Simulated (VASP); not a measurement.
InSbO2:

```xyz
4
Lattice="1.7000 0.9815 7.0333 -1.7000 0.9815 7.0333 0.0000 -1.9630 7.0333" Properties=species:S:1:pos:R:3 pbc="T T T"
In    0.0000    0.0000   10.5500
Sb    0.0000    0.0000    0.0000
O     0.0000    0.0000    4.6209
O     0.0000    0.0000   16.4791
```

The cell was built by a generator and needn't be a form met in nature.

| Quantity | Value |
| --- | --- |
| Program | VASP 6.6.1 |
| Task | relaxation of cell and atoms |
| Functional | PBE |
| Potentials or basis | VASP PAW PBE potentials, release 64 (In_d, Sb, O) |
| Cutoff | 520 eV |
| k mesh | 5 × 5 × 5 |
| Occupations | gaussian, width 0.15 eV |
| Spin | no spin polarisation |

At the start: pressure -8.3 GPa; volume 17.60 Å³/atom.

**Question.** Where does the relaxation end?

**Answer.** Over 9 steps the energy falls by 63.2 meV/atom and the volume is 15.71 Å³/atom (-10.7 %); space group R-3m (No. 166, to 0.05 Å).

Step by step:
| step | energy change (eV) | largest force (eV/Å) | pressure (GPa) | volume (Å³) |
| --- | --- | --- | --- | --- |
| 1 | 0.0000 | 0.2594 | -8.27 | 70.41 |
| 2 | -0.1203 | 1.2380 | 6.43 | 61.54 |
| 3 | -0.1761 | 0.8375 | -0.01 | 64.51 |
| 4 | -0.1760 | 0.8638 | 0.67 | 64.34 |
| 5 | -0.2287 | 0.4975 | 0.48 | 63.49 |
| 6 | -0.2514 | 0.0077 | 0.61 | 62.39 |
| 7 | -0.2516 | 0.0455 | 0.83 | 62.46 |
| 8 | -0.2510 | 0.0628 | -1.10 | 63.35 |
| 9 | -0.2528 | 0.0106 | -0.40 | 62.85 |

Final structure:
```cif
data_structure
_symmetry_space_group_name_H-M 'P 1'
_symmetry_Int_Tables_number 1
_cell_length_a 7.0903
_cell_length_b 7.0903
_cell_length_c 7.0903
_cell_angle_alpha 26.567
_cell_angle_beta 26.567
_cell_angle_gamma 26.567
_cell_volume 62.85
loop_
_atom_site_label
_atom_site_type_symbol
_atom_site_fract_x
_atom_site_fract_y
_atom_site_fract_z
_atom_site_occupancy
In1 In 0.50000 0.50000 0.50000 1
Sb1 Sb 0.00000 0.00000 0.00000 1
O1 O 0.22385 0.22385 0.22385 1
O2 O 0.77615 0.77615 0.77615 1
```

Caveat: the k mesh is coarse (spacing up to 0.43 Å⁻¹), so the values aren't converged.
